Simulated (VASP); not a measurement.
The system is GdN.

```
Gd N
1.0
     0.00000    2.49900    2.49900
     2.49900    0.00000    2.49900
     2.49900    2.49900    0.00000
Gd N
1 1
Cartesian
  0.0000 0.0000 0.0000
  2.4990 2.4990 2.4990
```

The cell comes from a database or a generator and needn't be the stable form of this composition.

Base run:

```yaml
Program: VASP 6.6.1
Functional: PBE
Potentials_or_basis: VASP PAW PBE potentials, release 64 (Gd, N)
Cutoff: 520 eV
k_mesh: 10 × 10 × 10
Occupations: fermi-dirac, width 0.05 eV
Spin: collinear spin, ferromagnetic start
Starting_moments: "[7.0, 0.0] μB"
Hubbard_terms: Gd f U = 6 eV
```

Its results: pressure 0.7 GPa; net moment 7.00 μB per cell; site moments Gd +6.87; N -0.11 μB.

The run is repeated on the same cell with these changes: hubbard terms from Gd f U = 6 eV to none. What comes out?

Pressure -1.2 GPa; net moment 7.00 μB per cell; site moments Gd +6.80; N -0.09 μB.

Caveats: a cell with one magnetic atom can't hold antiferromagnetic order, which such compounds often take.

Not every run made on this cell is shown here.
